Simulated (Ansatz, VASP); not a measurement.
# Cross-check of SiO2 (SiO2 (P3_221)) between VASP and Ansatz, part 2 of 2

Aim: how closely do two programs agree when they are given the same cell, functional and k mesh? The cell is taken from a series of runs on this material, whose earlier steps may have relaxed, scaled, displaced or heated it; both programs get it as it stands.

VASP 6.6.1 and Ansatz 0.2.0.

So far. Step 2 (VASP: single point, HSE06): The run ends at a pressure of -5.55 GPa, with forces up to 0.35 eV/Å.

### 3. Ansatz: single point, HSE06

Level of this step: Ansatz beside VASP: Kohn-Sham DFT, plane waves, HSE06 (Ansatz).

Ansatz runs on its default PAW (the set named soft_2) files.

The same cell, functional and mesh now go to Ansatz.

input.yaml reads:

```yaml
crystal:
  lattice:
    - [-2.5092379, 4.34612753, 5.50951304]
    - [5.0184758, 0.0, 5.50951304]
    - [2.5092379, 4.34612753, 0.0]
  atoms:
    - { symbol: Si, position: [0.4048133434668, 0.9288172789633, 0.07107984407292] }
    - { symbol: Si, position: [0.9048133434668, 0.4288172789633, 0.5710798440729] }
    - { symbol: Si, position: [0.0002991401813481, 0.9993986812897, 0.5233942107034] }
    - { symbol: Si, position: [0.5002991401813, 0.4993986812897, 0.02339421070341] }
    - { symbol: Si, position: [0.09531008315563, 0.5716341441905, 0.9053360716529] }
    - { symbol: Si, position: [0.5953100831556, 0.07163414419049, 0.4053360716529] }
    - { symbol: O, position: [0.06196822821662, 0.4764245989254, 0.6828011577462] }
    - { symbol: O, position: [0.5619682282166, 0.9764245989254, 0.1828011577462] }
    - { symbol: O, position: [0.06740229536682, 0.8080853044911, 0.776372646638] }
    - { symbol: O, position: [0.5674022953668, 0.3080853044911, 0.276372646638] }
    - { symbol: O, position: [0.1812214342534, 0.02263039486099, 0.2309099293459] }
    - { symbol: O, position: [0.6812214342534, 0.522630394861, 0.7309099293459] }
    - { symbol: O, position: [0.3167600646893, 0.4743989420908, 0.9435056236871] }
    - { symbol: O, position: [0.8167600646893, 0.9743989420908, 0.4435056236871] }
    - { symbol: O, position: [0.4352276174977, 0.6927059802672, 0.1457527417065] }
    - { symbol: O, position: [0.9352276174977, 0.1927059802672, 0.6457527417065] }
    - { symbol: O, position: [0.4369977931723, 0.02590467492106, 0.720847774447] }
    - { symbol: O, position: [0.9369977931723, 0.5259046749211, 0.220847774447] }
basis:
  ecutwfc: 420.0
  ecutrho_ratio: 4
  xc_grid: 2
  fft_grid_basis: typed
  precision: f64
kpoints:
  mp_grid: { grid: [1, 1, 2] }
hamiltonian:
  xc: hse06
  pseudopotentials: { kind: paw }
scf:
  max_iter: 100
  occupations: { method: fixed }
output:
  forces: true
checkpoint:
  write: "../host.hyb.run"
  compress: false
  write_wavefunctions: true
  write_every: 100000
```

Started as:

```console
$ ansatz run input.yaml --threads 4 --pin off --max-ram 9420MiB --backend cpu --events-out ev --progress --plain --runs-dir out
```

Numbers of over 12 decimals in the logs are rounded to 6 here.

The program printed:

```text
exact exchange: scf.exx.singularity resolves to wigner_seitz, which cuts the screened interaction at the faces of the exchange supercell's Wigner-Seitz cell, so that each pair interacts once, at the shortest of its separations (the periodic images that this leaves out come, for a point-like exchange hole, to about 0.070 eV on a filled level). The cut falls within the interaction's reach, and what an exchange supercel [...]
Engine: ansatz 0.2.0, aarch64-unknown-linux-gnu
Pseudopotentials: kind: paw
Pseudopotential: Si, paw, valence charge 4, recommended cutoff 420 eV (normal), Si.paw.azcp
Pseudopotential: O, paw, valence charge 6, recommended cutoff 420 eV (normal), O.paw.azcp
Functional definition: HSE06
  parameter a = 0.25
  parameter omega = 0.11/bohr
  exchange = pbe_x - a*pbe_x_sr(omega) + a*exact_x_sr(omega)
  correlation = pbe_c
davidson cushion auto → on  (no smearing: the cushion is to keep the highest requested band from converging to the state above it; pin scf.eigensolver.cushion to override)
Crystal: 18 atoms, lattice volume = 240.335 Å³
Basis set: ecut = 420 eV, 4709 PW (Γ), exchange–correlation on 100×100×72 points (8 copies of the dense FFT grid, shifted against one another)
Bands: 66, of which v1, the nominal top of the filled ones, is band 48 counted from 1 (47 counted from 0)
Symmetry: 2 space group operations
Space group: P1 (ITA 1), of the structure as read, at distance tolerance 6.2e-5 Å
k-points: 2
Non-local potential: Si, projectors of the file, l = 0: 2, l = 1: 2, l = 2: 2
Non-local potential: O, projectors of the file, l = 0: 2, l = 1: 2, l = 2: 1
PAW form: soft (Blöchl's): semilocal exchange-correlation on the pseudo side does not see the compensation charge
PAW frozen core: Si, regenerated for the run's functional, and the local potential with it (the file was generated under x = pbe(κ = 0.804, μ = 0.219515), c = pbe(β = 0.066725))
PAW frozen core: O, regenerated for the run's functional, and the local potential with it (the file was generated under x = pbe(κ = 0.804, μ = 0.219515), c = pbe(β = 0.066725))
PAW one-centre angular grid: Si, 110 points (default); XC on 64 Gauss nodes
PAW one-centre angular grid: O, 110 points (default); XC on 96 Gauss nodes
Initial density: superposition of atomic densities (neutral atoms: chi_scale 0, normalization atom), corrected by the library's trained network
Initial wavefunctions: pseudopotential atomic-orbital guess
Functional: x = pbe(κ = 0.804, μ = 0.219515), c = pbe(β = 0.066725), warm-up for x = pbe(κ = 0.804, μ = 0.219515) + 0.25 (exact − pbe) at short range (hse, ω = 0.207870 Å⁻¹), c = pbe(β = 0.066725); HSE06 as pw.x's `hse` composes it (authors' and Libxc's form: `xc: wpbeh`)
SCF iter   1: F=—  HF=-10644.358359 eV  |F-HF|=—  |Δ(HF+E_count)|=         —  Δρ=1.59e-3  dr2=2.64e-3  ethr=1.77e-3  ⟨swp⟩=2.0  Hψ=1001  notcnv=0
preconditioner: auto → none  [insulator: Δε(μ)=5.827 eV  Ē_g=16.638 eV  n_scr=50 (ndim 8)  ℏωp=23.5 eV  f_vac=0.148]
SCF iter   2: F=-10644.361505 eV  HF=-10644.360639 eV  |F-HF|=8.65e-4  |Δ(HF+E_count)|=   2.28e-3  Δρ=6.82e-4  dr2=2.96e-4  ethr=2.75e-6  ⟨swp⟩=5.0  Hψ=445  notcnv=0
SCF 1 stopped early in 2 iterations: F = -10644.361505 eV  dr2 = 2.96e-4
  greatest PAW one-centre occupation: 0.860 electrons in one spin orbital (limit 2), on the O atom at site 17 (counted from 0), in its partial waves of l = 0
Initial density: handed on by an earlier stage of this run
Initial wavefunctions: those handed on with the density
Functional: x = pbe(κ = 0.804, μ = 0.219515) + 0.25 (exact − pbe) at short range (hse, ω = 0.207870 Å⁻¹), c = pbe(β = 0.066725); HSE06 as pw.x's `hse` composes it (authors' and Libxc's form: `xc: wpbeh`)
Exchange kernel: α = 0.2500, screened, ω = 0.2079 Å⁻¹, Wigner–Seitz truncation, v(0) = 764.3349 eV·Å³, q-mesh 1×1×2, nearest image of the exchange supercell L = 7.45 Å, pair-density grid 36×36×24, without the augmentation charges, whose exchange is taken in its separable form by FFT convolution over the k-point mesh (sized by the pseudopotential files, 48×48×32 at the most), smooth part of the exact exchange by density-matrix convolution
Frozen-core exchange: fock
SCF iter   1: F=—  HF=-10646.363913 eV  |F-HF|=—  |Δ(HF+E_count)|=         —  Δρ=6.75e-3  dr2=8.56e-2  ethr=3.08e-6  ⟨swp⟩=8.0  Hψ=730  notcnv=0
preconditioner: auto → none  [insulator: Δε(μ)=7.690 eV  Ē_g=19.155 eV  n_scr=50 (ndim 8)  ℏωp=23.5 eV  f_vac=0.148]
SCF iter   2: F=—  HF=-10646.336066 eV  |F-HF|=—  |Δ(HF+E_count)|=   2.78e-2  Δρ=3.78e-3  dr2=1.35e-2  ethr=3.08e-6  ⟨swp⟩=4.0  Hψ=523  notcnv=0
SCF iter   3: F=—  HF=-10646.362854 eV  |F-HF|=—  |Δ(HF+E_count)|=   2.68e-2  Δρ=1.53e-3  dr2=5.40e-3  ethr=3.08e-6  ⟨swp⟩=4.5  Hψ=428  notcnv=0
iter 4 solved again at ethr=2.88e-8 eV; its pass at ethr=3.08e-6 eV (dr2=2.76e-5 eV) is discarded
SCF iter   4: F=—  HF=-10646.361104 eV  |F-HF|=—  |Δ(HF+E_count)|=   1.75e-3  Δρ=1.47e-4  dr2=7.65e-5  ethr=2.88e-8  ⟨swp⟩=3.5  Hψ=749  notcnv=0
SCF iter   5: F=—  HF=-10646.361487 eV  |F-HF|=—  |Δ(HF+E_count)|=   3.84e-4  Δρ=1.92e-4  dr2=7.38e-5  ethr=2.88e-8  ⟨swp⟩=5.5  Hψ=478  notcnv=0
SCF iter   6: F=-10646.361457 eV  HF=-10646.361467 eV  |F-HF|=9.51e-6  |Δ(HF+E_count)|=   2.09e-5  Δρ=5.96e-5  dr2=9.02e-6  ethr=2.88e-8  ⟨swp⟩=4.0  Hψ=444  notcnv=0
SCF 2 stopped early in 6 iterations: F = -10646.361457 eV  dr2 = 9.02e-6
  Residual-converged pass: ⟨swp⟩=4.0  Hψ=385  notcnv=0  max |occ|·‖R‖ = 6.2e-6 eV (tolerance 6.7e-6 eV)  dr2=9.11e-6  dr2_onsite=2.84e-7  max |Δocc| = 0.0e0
  greatest PAW one-centre occupation: 0.864 electrons in one spin orbital (limit 2), on the O atom at site 17 (counted from 0), in its partial waves of l = 0
hybrid outer 1: dexx = +3.317e-2 eV, tail = 6.29e-5 eV
Exchange kernel: α = 0.2500, screened, ω = 0.2079 Å⁻¹, Wigner–Seitz truncation, v(0) = 764.3349 eV·Å³, q-mesh 1×1×2, nearest image of the exchange supercell L = 7.45 Å, pair-density grid 36×36×24, without the augmentation charges, whose exchange is taken in its separable form by FFT convolution over the k-point mesh (sized by the pseudopotential files, 48×48×32 at the most), smooth part of the exact exchange by density-matrix convolution
Frozen-core exchange: fock
SCF iter   1: F=—  HF=-10646.361648 eV  |F-HF|=—  |Δ(HF+E_count)|=         —  Δρ=4.84e-5  dr2=2.76e-6  ethr=3.28e-7  ⟨swp⟩=5.0  Hψ=324  notcnv=0
preconditioner: auto → none  [insulator: Δε(μ)=7.680 eV  Ē_g=19.131 eV  n_scr=50 (ndim 8)  ℏωp=23.5 eV  f_vac=0.160]
SCF iter   2: F=—  HF=-10646.361649 eV  |F-HF|=—  |Δ(HF+E_count)|=   8.90e-7  Δρ=1.95e-5  dr2=6.42e-7  ethr=2.53e-9  ⟨swp⟩=4.5  Hψ=501  notcnv=0
SCF iter   3: F=—  HF=-10646.361650 eV  |F-HF|=—  |Δ(HF+E_count)|=   8.00e-7  Δρ=1.80e-5  dr2=5.10e-7  ethr=5.67e-10  ⟨swp⟩=6.0  Hψ=407  notcnv=0  defer=4
SCF iter   4: F=—  HF=-10646.361649 eV  |F-HF|=—  |Δ(HF+E_count)|=   1.46e-7  Δρ=5.17e-6  dr2=4.56e-8  ethr=5.22e-10  ⟨swp⟩=3.0  Hψ=298  notcnv=0
SCF iter   5: F=-10646.361649 eV  HF=-10646.361650 eV  |F-HF|=2.73e-9  |Δ(HF+E_count)|=   4.02e-9  Δρ=1.21e-6  dr2=4.92e-9  ethr=3.87e-11  ⟨swp⟩=4.0  Hψ=422  notcnv=0
SCF 3 converged in 5 iterations: F = -10646.361649 eV  dr2 = 4.92e-9
  Residual-converged pass: ⟨swp⟩=3.0  Hψ=308  notcnv=0  max |occ|·‖R‖ = 1.1e-6 eV (tolerance 1.3e-6 eV)  dr2=4.96e-9  dr2_onsite=1.18e-10  max |Δocc| = 0.0e0
hybrid outer 2: dexx = +8.375e-7 eV, tail = 2.07e-8 eV, Δε = 1.40e-3 eV (about 3.07e-5 eV left of the loop's levels), ΔF = 4.38e-3 eV/Å (tail 4.27e-4)
hybrid SCF converged: 2 outer / 11 inner (+2 warm-up), last move |dexx| = 8.38e-7 eV, tail = 2.07e-8 eV
Stability not checked: this state was not tested for a lower state beside it, because the functional holds exact exchange (a hybrid, or Hartree-Fock), whose exchange loop this test does not read (fock_operator; see scf.lower_state_search)
Free energy (F): -10646.361650 eV
Frozen-core exchange: fock
Harris-Foulkes:  -10646.361650 eV  (|F-HF|=2.73e-9)
Internal energy: -10646.361650 eV  (E = F + TS)
E sigma→0 (E₀):  -10646.361650 eV
Fermi energy:    0.515585 eV
--- Per-component energies (eV) ---
  E_band       = -630.252537
  E_kinetic    = 2420.047034
  E_local      = -6110.025263  (includes V_loc(G=0)·N_el)
  E_nonlocal   = 701.254583
  E_hartree    = 2209.911531
  E_xc         = -983.899871
  E_vxc        = -1133.046216  (∫ρ·V_xc dr)
  E_exx        = -275.639372  (= α·E_x^exact, valence–valence)
  E_paw        = -4953.270079  (= ΣΔE_a)
  E_vpaw       = -377.058497  (= ΣTr[D̂ρ^β])
  E_aug_tail   = 0.030940  (compensation charges beyond the density's cutoff)
  E_ewald      = -3654.096537
  E_core_change = -0.674616  (= ΣΔE_core)
  E_smearing   = -0.000000  (= −TS)
  E_closure    = 0.000001  (closes the sum)
  Σ components = -10646.361650   (vs F -10646.361650, Δ=-1.82e-12)
--- Forces (eV/Å), atoms counted from 1 ---
  atom   1  Si     0.00985050    -0.03572513    -0.00967781
  atom   2  Si     0.00985050    -0.03572513    -0.00967781
  atom   3  Si     0.00233604     0.00088514    -0.01587737
  atom   4  Si     0.00233604     0.00088514    -0.01587737
  atom   5  Si     0.00496177     0.01337054     0.00847876
  atom   6  Si     0.00496177     0.01337054     0.00847876
  atom   7  O      0.29251098    -0.02917944    -0.13692128
  atom   8  O      0.29251098    -0.02917944    -0.13692128
  atom   9  O     -0.17320087    -0.23899080    -0.16073827
  atom  10  O     -0.17320087    -0.23899080    -0.16073827
  atom  11  O     -0.11212994     0.27406121    -0.12301216
  atom  12  O     -0.11212994     0.27406121    -0.12301216
  atom  13  O      0.27498884     0.02375102     0.15477309
  atom  14  O      0.27498884     0.02375102     0.15477309
  atom  15  O     -0.11085135    -0.24102264     0.15014626
  atom  16  O     -0.11085135    -0.24102264     0.15014626
  atom  17  O     -0.18829950     0.23282564     0.13277363
  atom  18  O     -0.18829950     0.23282564     0.13277363
  max |Σ_I F_I| component: 3.33e-4 eV/Å
--- Band table (eV) ---
  k-point 0: bands = [... 44 lower, 0.1307, 0.3180, 0.3450, 0.4530, 8.1959, 11.1942, 11.6801, 11.6916, ... 8 higher]
  k-point 1: bands = [... 44 lower, 0.2205, 0.2205, 0.5156, 0.5156, 10.6095, 10.6095, 11.6409, 11.6409, ... 8 higher]
  guard bands above this table: 6 of the run's 66 bands. The solve was not asked for them (output.publish_guard_bands: true or output.eigenvalues: true publishes all)
```

### 4. Side by side

Known differences besides the potentials themselves: exact exchange at q = 0 is treated differently, which shows on coarse meshes; VASP keeps PBE cores, Ansatz makes them for the functional; fixed occupations in Ansatz, narrow Gaussian smearing in VASP; the cutoff is 420 eV in Ansatz and 520 eV in VASP; VASP takes a coarser grid for exact exchange (PRECFOCK = Fast). Total energies have different zeros and are not compared.

Both answers:

```
              quantity  Ansatz   VASP  difference
gap on the k mesh (eV)   7.680  7.703      -0.022
```

Forces on 10 of the 18 atoms, those with the largest forces and the largest differences (eV/Å; atoms numbered as in POSCAR):

```csv
atom,"Ansatz x, y, z","VASP x, y, z"
O7,"0.293, -0.029, -0.137","0.306, -0.032, -0.143"
O8,"0.293, -0.029, -0.137","0.306, -0.032, -0.143"
O9,"-0.173, -0.239, -0.161","-0.184, -0.249, -0.164"
O10,"-0.173, -0.239, -0.161","-0.184, -0.249, -0.164"
O11,"-0.112, 0.274, -0.123","-0.113, 0.290, -0.129"
O12,"-0.112, 0.274, -0.123","-0.113, 0.290, -0.129"
O15,"-0.111, -0.241, 0.150","-0.115, -0.258, 0.158"
O16,"-0.111, -0.241, 0.150","-0.115, -0.258, 0.158"
O17,"-0.188, 0.233, 0.133","-0.200, 0.240, 0.138"
O18,"-0.188, 0.233, 0.133","-0.200, 0.240, 0.138"
```

The forces differ by 8.6 meV/Å r.m.s., which is 5.4 % of the r.m.s. force of 0.159 eV/Å (both taken over all components). A gap on the mesh is an upper bound, since the band edges may lie between its points.

### 5. Results

- r.m.s. force difference (single point, HSE06): 8.6 meV/Å

In words: The r.m.s. force difference is 8.6 meV/Å (single point, HSE06), within the 12 meV/Å picked in this series as the mark of a large difference. How closely two codes agree says nothing of how well the functional describes the real material.

[Lines on the potential files, build, host, timing and source positions are cut from VASP's logs without a mark.]

[Logs are printed without paths, hosts, clocks, repeated set-up lines and the standing remarks that a program may print on its own settings, such as how far it seeks lower states.]

[Hosts, paths, dates, database ids (printed as entryN), source tags and the programs' standing remarks are cut or masked in the printed files.]
